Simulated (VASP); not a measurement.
An input for Quantum ESPRESSO's pw.x (written as the equivalent of a VASP run, and not itself run):

```
&CONTROL
  calculation = 'scf'
  pseudo_dir = './pseudo'
  outdir = './out'
  tprnfor = .true.
  tstress = .true.
/
&SYSTEM
  ibrav = 0
  nat = 2
  ntyp = 2
  ecutwfc = 84
  occupations = 'smearing'
  smearing = 'gaussian'
  degauss = 0.003675
  input_dft = 'pbe'
  vdw_corr = 'grimme-d3'
  dftd3_version = 3
  dftd3_threebody = .false.
/
&ELECTRONS
  conv_thr = 7.3e-09
  electron_maxstep = 100
/
ATOMIC_SPECIES
  Y 88.906 Y.upf
  N 14.007 N.upf
CELL_PARAMETERS angstrom
     0.0000000    2.4105082    2.4105082
     2.4105082    0.0000000    2.4105082
     2.4105082    2.4105082    0.0000000
ATOMIC_POSITIONS crystal
  Y    0.0000000  0.0000000  0.0000000
  N    0.5000000  0.5000000  0.5000000
K_POINTS automatic
  9 9 9 0 0 0
```

Write the VASP files for the same calculation (PBE-D3 (zero damping)).

Several could match; the one computed here: 
INCAR:
```
# general
SYSTEM =YN
PREC   =Accurate
ENCUT  =520
LREAL  =.FALSE.
LASPH  =.TRUE.

# electronic loop
EDIFF  =1E-7
NELM   =100
ALGO   =Normal
LMAXMIX=4

# smearing
ISMEAR =0
SIGMA  =0.05

# functional
GGA    =PE
IVDW   =11

# ions
ISIF   =2

# output
LWAVE  =.FALSE.
LCHARG =.FALSE.
```

**KPOINTS**
```
Automatic mesh
0
Gamma
9 9 9
0 0 0
```

File POSCAR:
```
YN
3.4089730
  0.0000000000   0.7071068670   0.7071068670
  0.7071068670   0.0000000000   0.7071068670
  0.7071068670   0.7071068670   0.0000000000
Y N
1 1
direct
  0.0000000000   0.0000000000   0.0000000000
  0.5000000000   0.5000000000   0.5000000000
```

POTCAR, in this order: Y_sv N (PBE.64 set). Program: vasp_std.

The two are equivalent in intent, not identical: the potentials are each code's own (VASP's PAW set, PseudoDojo norm-conserving files in pw.x), so ENCUT and ecutwfc are chosen apart and not converted; conv_thr bounds pw.x's estimated SCF error, while EDIFF bounds the energy change between steps.

The compound is YN in the rock salt structure. This cell is one point of a volume scan, at 0.97 of the reference volume.
